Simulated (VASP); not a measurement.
Runs of VASP 6.6.1 on MoS2. It takes space group P6_3/mmc (No. 194, hexagonal). The conventional cell has a = 3.161 Å, b = 3.161 Å, c = 15.983 Å, α = 90.00°, β = 90.00°, γ = 120.00°. Around Mo (site symmetry -6m2) lie 6 S at 2.40 Å. S (site symmetry 3m) has 3 Mo at 2.40 Å as nearest neighbours. The cell was built by a generator and needn't be a form met in nature.

| level | gap on the mesh (eV) | pressure (GPa) | largest force (eV/Å) |
| --- | --- | --- | --- |
| optB88-vdW | 1.85 | (c) | (a) |
| SCAN+rVV10 | 1.98 | -0.6 | 0.14 |
| vdW-DF | 1.85 | 5.4 | 0.65 |
| rev-vdW-DF2 | 1.86 | (b) | 0.14 |

Alike in all rows: task single point; potentials or basis VASP PAW PBE potentials, release 64 (Mo_sv, S); no spin polarisation; cell as given; k mesh 8 × 8 × 2; cutoff (eV) 520; smearing fermi-dirac 0.05 eV.

Fill in the values left out.

(a) 0.32; (b) 0.3; (c) 2.1.

Caveats: the PAW data sets were made with another functional, which shifts forces and pressure a little.

A k mesh can miss the band edges, and the runs leave out spin-orbit coupling on Mo.

Runs at the PBE level aren't shown here.
